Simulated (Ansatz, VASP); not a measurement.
# Cross-check of AlSbN2 (CuAu-ordered zincblende type (invented)) between VASP and Ansatz

One calculation is typed for both programs; each brings its own data sets. How far apart do they land? The cell is generated by rule, not measured, and may not be a known phase. The cell is taken from a series of runs on this material, whose earlier steps may have relaxed, scaled, displaced or heated it; both programs get it as it stands.

Method: plane waves, with VASP 6.6.1 beside it; relaxation of cell and atoms at PBEsol, in Ansatz 0.2.0.

## Step 1: Starting point

Symmetry: P-4m2, No. 115, tetragonal system. The conventional cell has a = 3.309 Å, b = 3.309 Å, c = 5.092 Å, α = 90.00°, β = 90.00°, γ = 90.00°. Nearest to Al lie 4 N at 1.92 Å. Nearest to Sb lie 4 N at 2.29 Å. Nearest to N lie 2 Al at 1.92 Å and 2 Sb at 2.29 Å. Farther neighbours and most contacts between anions are not listed.

As a file:

```cif
data_structure
_symmetry_space_group_name_H-M 'P-4m2'
_symmetry_Int_Tables_number 115
_cell_length_a 3.3090
_cell_length_b 3.3090
_cell_length_c 5.0920
_cell_angle_alpha 90.000
_cell_angle_beta 90.000
_cell_angle_gamma 90.000
_cell_volume 55.75
loop_
_atom_site_label
_atom_site_type_symbol
_atom_site_symmetry_multiplicity
_atom_site_Wyckoff_symbol
_atom_site_fract_x
_atom_site_fract_y
_atom_site_fract_z
_atom_site_occupancy
Al1 Al 1 a 0.00000 0.00000 0.00000 1
Sb1 Sb 1 c 0.50000 0.50000 0.50000 1
N1 N 2 g 0.00000 0.50000 0.19022 1
```

## Step 2: VASP: relaxation of cell and atoms, PBEsol

The relaxed volume is the usual yardstick between codes: in a stiff, nearly cubic crystal its relative difference is about their pressure difference at one cell divided by the bulk modulus.

Lines of VASP's logs that name or quote its potential files are left out, and so is its time.

Input file INCAR:

```
SYSTEM = AlSbN2
PREC = Accurate
ENCUT = 600
EDIFF = 1E-07
NELM = 120
ISMEAR = 0
SIGMA = 0.1
LREAL = .FALSE.
ALGO = Normal
GGA = PS
NBANDS = 15
LORBIT = 11
LWAVE = .FALSE.
LCHARG = .FALSE.
ISIF = 3
IBRION = 2
NSW = 80
EDIFFG = -0.005
LASPH = .TRUE.
GGA_COMPAT = .FALSE.
NELMIN = 4
```

Input file POSCAR:

```
AlSbN2
1.0
    3.3090060000      0.0000000000      0.0000000000
    0.0000000000      3.3090060000      0.0000000000
    0.0000000000      0.0000000000      5.0919670000
Al Sb N
1 1 2
Direct
    0.0000000000      0.0000000000      0.0000000000
    0.5000000000      0.5000000000      0.4999999018
    0.0000000000      0.5000000000      0.1902172579
    0.5000000000      0.0000000000      0.8097827421
```

Input file KPOINTS:

```
Automatic mesh
0
Gamma
12 12 8
0 0 0
```

PAW data sets: Al, Sb and N (PBE family, release 64).

Launch:

```
$ mpirun -np 1 vasp_std
```

Numbers of over 12 decimals in the logs are rounded to 6 here.

The log of the run:

```text
[banner, memory and clock lines left out]
running    1 mpi-ranks, on    1 nodes
 distrk:  each k-point on    1 cores,    1 groups
 distr:  one band on    1 cores,    1 groups

 POSCAR found type information on POSCAR AlSbN
 POSCAR found :  3 types and       4 ions
|                                                                             |
|               ----> ADVICE to this user running VASP <----                  |
|                                                                             |
|     You enforced a specific xc type in the INCAR file but a different       |
|     [... a line on the potential file left out ...]
|     I HOPE YOU KNOW WHAT YOU ARE DOING!                                     |
|                                                                             |

 LDA part: xc-table for (Slater+PW92), standard interpolation
 POSCAR, INCAR and KPOINTS ok, starting setup
 FFT: planning ... GRIDC
 FFT: planning ... GRID_SOFT
 FFT: planning ... GRID
 WAVECAR not read
 entering main loop
       N       E                     dE             d eps       ncg     rms          rms(c)
DAV:   1     0.853705127768E+02    0.85371E+02   -0.82193E+03  4200   0.115E+03
DAV:   2    -0.230558510031E+02   -0.10843E+03   -0.10165E+03  5783   0.227E+02
DAV:   3    -0.312862092238E+02   -0.82304E+01   -0.81584E+01  5502   0.710E+01
DAV:   4    -0.313877824278E+02   -0.10157E+00   -0.10153E+00  4907   0.874E+00
DAV:   5    -0.313895339566E+02   -0.17515E-02   -0.17512E-02  5488   0.111E+00    0.125E+01
DAV:   6    -0.263715692364E+02    0.50180E+01   -0.18298E+01  5418   0.335E+01    0.692E+00
DAV:   7    -0.262821610728E+02    0.89408E-01   -0.19822E+00  4494   0.100E+01    0.283E+00
DAV:   8    -0.262422166045E+02    0.39944E-01   -0.17345E-01  5495   0.302E+00    0.125E+00
DAV:   9    -0.262275313119E+02    0.14685E-01   -0.16433E-02  4872   0.121E+00    0.221E-01
DAV:  10    -0.262271720442E+02    0.35927E-03   -0.46691E-03  5026   0.670E-01    0.127E-01
DAV:  11    -0.262269967607E+02    0.17528E-03   -0.85794E-04  5299   0.254E-01    0.658E-02
DAV:  12    -0.262270246703E+02   -0.27910E-04   -0.13277E-04  4935   0.819E-02    0.302E-02
DAV:  13    -0.262270149655E+02    0.97049E-05   -0.40628E-05  4977   0.443E-02    0.637E-03
DAV:  14    -0.262270147465E+02    0.21897E-06   -0.10579E-06  5404   0.835E-03    0.326E-03
DAV:  15    -0.262270145875E+02    0.15903E-06   -0.94813E-07  5026   0.641E-03    0.116E-03
DAV:  16    -0.262270145546E+02    0.32831E-07   -0.40458E-08  2478   0.178E-03
   1 F= -.26227015E+02 E0= -.26223980E+02  d E =-.262270E+02
[...]
2 F= -.26227206E+02 E0= -.26224150E+02  d E =-.191126E-03
[...]
3 F= -.26227208E+02 E0= -.26224155E+02  d E =-.193700E-03
[...]
4 F= -.26227297E+02 E0= -.26224237E+02  d E =-.889932E-04
[...]
5 F= -.26227315E+02 E0= -.26224249E+02  d E =-.106373E-03
[...]
6 F= -.26227344E+02 E0= -.26224274E+02  d E =-.294955E-04
 trial-energy change:   -0.000029  1 .order   -0.000029   -0.000041   -0.000018
 step:   1.9492(harm=  1.9492)  dis= 0.00148  next Energy=   -26.227350 (dE=-0.359E-04)
 bond charge predicted
       N       E                     dE             d eps       ncg     rms          rms(c)
DAV:   1    -0.262273541534E+02   -0.10042E-04   -0.36243E-03  4200   0.480E-01    0.194E-02
DAV:   2    -0.262273528028E+02    0.13506E-05   -0.54948E-05  5747   0.587E-02    0.929E-03
DAV:   3    -0.262273512939E+02    0.15089E-05   -0.14455E-06  4669   0.109E-02    0.499E-03
DAV:   4    -0.262273507545E+02    0.53939E-06   -0.12290E-06  5649   0.830E-03    0.869E-04
DAV:   5    -0.262273507600E+02   -0.55632E-08   -0.15338E-07  2584   0.329E-03
   7 F= -.26227351E+02 E0= -.26224277E+02  d E =-.361322E-04
 curvature:  -1.37 expect dE=-0.407E-06 dE for cont linesearch -0.770E-10
 trial: gam=-0.03171 g(F)=  0.545E-07 g(S)=  0.242E-06 ort =-0.539E-07 (trialstep = 0.129E+01)
 search vector abs. value=  0.352E-06
 reached required accuracy - stopping structural energy minimisation
```

From OUTCAR (step 2):

```text
ion  position               nearest neighbor table
   1  0.000  0.000  0.000-   3 1.92   4 1.92   3 1.92   4 1.92   2 3.46   2 3.46   2 3.46   2 3.46
                             2 3.46   2 3.46   2 3.46   2 3.46
   2  0.500  0.500  0.500-   3 2.29   3 2.29   4 2.29   4 2.29   1 3.46   1 3.46   1 3.46   1 3.46
                             1 3.46   1 3.46   1 3.46   1 3.46
   3  0.000  0.500  0.190-   1 1.92   1 1.92   2 2.29   2 2.29
   4  0.500  0.000  0.810-   1 1.92   1 1.92   2 2.29   2 2.29

  LATTYP: Found a simple tetragonal cell.
 ALAT       =     3.3090060000
 C/A-ratio  =     1.5388207214

 Subroutine GETGRP returns: Found  8 space group operations
 (whereof  8 operations were pure point group operations)

The static configuration has the point symmetry D_2d.

 Found    140 irreducible k-points:

   k-points           NKPTS =    140   k-points in BZ     NKDIM =    140   number of bands    NBANDS=     15

   dimension x,y,z NGX =    28 NGY =   28 NGZ =   42
   dimension x,y,z NGXF=    56 NGYF=   56 NGZF=   84

   ENCUT  =  600.0 eV  44.10 Ry    6.64 a.u.   6.61  6.61 10.17*2*pi/ulx,y,z

   NELECT =      18.0000    total number of electrons

 k-points in reciprocal lattice and weights: Automatic mesh
   0.00000000  0.00000000  0.00000000       0.001
   0.08333333  0.00000000  0.00000000       0.003
   0.16666667  0.00000000  0.00000000       0.003
   0.25000000  0.00000000  0.00000000       0.003
   0.33333333  0.00000000  0.00000000       0.003
   0.41666667  0.00000000  0.00000000       0.003
   0.50000000  0.00000000  0.00000000       0.002
   0.08333333  0.08333333  0.00000000       0.003
   0.16666667  0.08333333  0.00000000       0.007
[...]
0.50000000  0.41666667  0.50000000       0.003
   0.50000000  0.50000000  0.50000000       0.001

 average (electrostatic) potential at core
       1 -71.6303       2 -85.3857       3 -60.6141       4 -60.6141

 E-fermi :   8.0942

 k-point     1 :       0.0000    0.0000    0.0000
  band No.  band energies     occupation
    ...
      5       3.7559      2.00000
      6       4.1668      2.00000
      7       5.7575      2.00000
      8       5.7983      2.00000
      9       5.7983      2.00000
     10       9.0546      0.00000
     11      11.9313      0.00000
     12      11.9703      0.00000
     13      11.9703      0.00000
     14      14.0637      0.00000
    ...

 k-point     2 :       0.0833    0.0000    0.0000
  band No.  band energies     occupation
    ...
      5       3.8023      2.00000
      6       4.3664      2.00000
      7       4.9324      2.00000
      8       5.7908      2.00000
      9       6.5114      2.00000
     10       9.0539      0.00000
     11      11.3655      0.00000
     12      12.0297      0.00000
     13      12.7146      0.00000
     14      14.1275      0.00000
    ...

 k-point     3 :       0.1667    0.0000    0.0000
  band No.  band energies     occupation
    ...
      5       3.9363      2.00000
      6       3.9707      2.00000
      7       4.4149      2.00000
      8       5.7638      2.00000
      9       7.1044      2.00000
     10       9.0282      0.00000
     11      11.0328      0.00000
     12      12.1980      0.00000
     13      13.4514      0.00000
     14      14.3550      0.00000
    ...

  Total       -0.0010819     -0.0010819     -0.0042099      0.0000000      0.0000000     -0.0000000
  in kB       -0.0311617     -0.0311617     -0.1212623      0.0000000      0.0000000     -0.0000000
  external PRESSURE =      -0.0611952 kB  Pullay stress =       0.0000000 kB

  energy-cutoff  :      600.00
  volume of cell :       55.62
      direct lattice vectors                 reciprocal lattice vectors
     3.300270066  0.000000000  0.000000000     0.303005506 -0.000000000  0.000000000
     0.000000000  3.300270066 -0.000000000    -0.000000000  0.303005506  0.000000000
    -0.000000000 -0.000000000  5.106911248    -0.000000000  0.000000000  0.195813076

 POSITION                                       TOTAL-FORCE (eV/Angst)
 -----------------------------------------------------------------------------------
      0.00000      0.00000      0.00000        -0.000000     -0.000000      0.000000
      1.65014      1.65014      2.55346         0.000000     -0.000000      0.000000
     -0.00000      1.65014      0.97110        -0.000000     -0.000000      0.000751
      1.65014     -0.00000      4.13581         0.000000      0.000000     -0.000751
 -----------------------------------------------------------------------------------
    total drift:                               -0.000000     -0.000000      0.000028

  FREE ENERGIE OF THE ION-ELECTRON SYSTEM (eV)
  ---------------------------------------------------
  free  energy   TOTEN  =       -26.2273507600 eV

  energy  without entropy=      -26.2212036616  energy(sigma->0) =      -26.22427721

 reached required accuracy - stopping structural energy minimisation

 total charge
# of ion       s       p       d       tot
------------------------------------------
    1        0.357   0.418   0.000   0.775
    2        1.276   0.951   0.086   2.313
    3        1.268   2.411   0.000   3.679
    4        1.268   2.411   0.000   3.679
--------------------------------------------------
tot          4.169   6.190   0.086  10.445

[... 3 further parts left out ...]
```

CONTCAR:

```
AlSbN2
   1.00000000000000
     3.3002700656754564    0.0000000000000000    0.0000000000000000
     0.0000000000000000    3.3002700656754564   -0.0000000000000000
    -0.0000000000000000   -0.0000000000000000    5.1069112480627785
  Al              Sb              N
     1     1     2
Direct
     0.0000000000000000    0.0000000000000000    0.0000000000000000
     0.5000000000000000    0.5000000000000000    0.4999999018000025
     0.0000000000000000    0.5000000000000000    0.1901539645791914
     0.5000000000000000    0.0000000000000000    0.8098460354208086
```

The run keeps the 8 symmetry operations of its start, so it cannot find a distortion of lower symmetry.

(Continued in part 2 of 2.)

[Lines on the potential files, build, host, timing and source positions are cut from VASP's logs without a mark.]

[Logs are printed without paths, hosts, clocks, repeated set-up lines and the standing remarks that a program may print on its own settings, such as how far it seeks lower states.]

[Hosts, paths, dates, database ids (printed as entryN), source tags and the programs' standing remarks are cut or masked in the printed files.]
